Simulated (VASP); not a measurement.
```
CELL_PARAMETERS angstrom
      3.91246     0.00000     0.00000
      0.00000     3.91246     0.00000
      0.00000     0.00000     4.93872
ATOMIC_POSITIONS crystal
  Mg 0.50000 0.50000 0.00000
  Mg 0.00000 0.00000 0.50000
  C  0.88766 0.88766 0.00000
  C  0.11234 0.11234 0.00000
  C  0.61234 0.38766 0.50000
  C  0.38766 0.61234 0.50000
```

The numbers are results of LDA (Ceperley-Alder, Perdew-Zunger), VASP's LDA PAW potentials (set 64) (plane waves; VASP 6.6.1), not measurements. Settings: 400 eV cut-off, 5×5×4 Γ-centred mesh, Gaussian smearing of 0.010 eV, potentials Mg C.

At this cut-off the stress carries a Pulay error, which pulls relaxed volumes low.

Problem. What does the run give for the energy per atom (σ→0), pressure, largest force?

Solution. 
| Item | Value |
|---|---|
| energy per atom (σ→0) | -6.865 eV/atom |
| pressure | -3.52 GPa |
| largest force | 0.443 eV/Å |

The absolute energy has meaning only against runs of the same code, potentials and settings.

The structure comes from a computed database's MgC2 entry; how it stands against other phases isn't given here. The cell was not relaxed at this level.
